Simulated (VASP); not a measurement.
BeCd2S3:

```
Be Cd S
1.0
    -1.99218    6.03941    2.87741
     2.01976   -5.94003    2.69026
     3.63433   11.76495   -5.34293
Be Cd S
2 4 6
Direct
  0.96567 0.94149 0.98810
  0.97002 0.95836 0.50003
  0.62268 0.96352 0.32526
  0.61026 0.92468 0.81594
  0.35826 0.00373 0.15791
  0.34437 0.00690 0.67226
  0.20864 0.73163 0.26393
  0.18554 0.70149 0.75523
  0.61309 0.74532 0.40888
  0.60991 0.76120 0.92830
  0.93758 0.78968 0.07558
  0.92791 0.73150 0.56191
```

The cell was built by a generator and needn't be a form met in nature.

| Quantity | Value |
| --- | --- |
| Program | VASP 6.6.1 |
| Task | relaxation of cell and atoms |
| Functional | PBE |
| Potentials or basis | VASP PAW PBE potentials, release 64 (Be, Cd, S) |
| Cutoff | 520 eV |
| k mesh | 5 × 5 × 5 |
| Occupations | gaussian, width 0.05 eV |
| Spin | no spin polarisation |

At the start: pressure 3.4 GPa; volume 21.21 Å³/atom.

Where does the relaxation end?

Over 18 steps the energy falls by 105.7 meV/atom and the volume is 21.59 Å³/atom (+1.8 %); space group Imm2 (No. 44, to 0.05 Å).

The path:
| step | energy change (eV) | largest force (eV/Å) | pressure (GPa) | volume (Å³) |
| --- | --- | --- | --- | --- |
| 1 | 0.0000 | 2.9356 | 3.37 | 254.54 |
| 2 | -0.8966 | 0.7683 | -2.14 | 271.26 |
| 3 | -0.8967 | 0.7642 | -2.19 | 271.47 |
| 4 | -1.1148 | 0.5018 | -0.38 | 262.17 |
| 5 | -1.1420 | 0.5376 | 0.72 | 257.47 |
| 6 | -1.2108 | 0.4421 | 0.29 | 258.43 |
| 7 | -1.2211 | 0.4154 | 0.09 | 258.95 |
| 8 | -1.2485 | 0.2078 | -0.15 | 259.75 |
| 9 | -1.2537 | 0.1418 | -0.28 | 260.26 |
| 10 | -1.2621 | 0.0847 | 0.11 | 258.53 |
| 11 | -1.2625 | 0.0785 | 0.26 | 258.02 |
| 12 | -1.2658 | 0.0583 | 0.03 | 259.14 |
| 13 | -1.2658 | 0.0607 | -0.07 | 259.35 |
| 14 | -1.2673 | 0.0348 | -0.04 | 259.30 |
| 15 | -1.2674 | 0.0373 | -0.04 | 259.28 |
| 16 | -1.2673 | 0.0498 | -0.02 | 259.25 |
| 17 | -1.2674 | 0.0439 | -0.02 | 259.27 |
| 18 | -1.2680 | 0.0241 | 0.03 | 259.05 |

Final structure:
```
Be Cd S
1.0
    -1.93303    5.88711    2.84470
     1.93199   -5.88468    2.83838
     3.87808   11.77611   -5.67872
Be Cd S
2 4 6
Cartesian
  3.8515 11.7795 -0.1059
  1.9105 5.8911 2.7365
  1.8999 1.8729 2.7528
  3.8331 7.7770 -0.0922
  1.9154 -1.8816 2.7494
  3.8426 4.0194 -0.0887
  1.9062 -0.0016 1.0171
  3.8447 5.8941 -1.8227
  1.9098 4.1459 1.5668
  3.8514 10.0412 -1.2849
  -0.0374 1.7425 4.3984
  1.9045 7.6343 1.5671
```
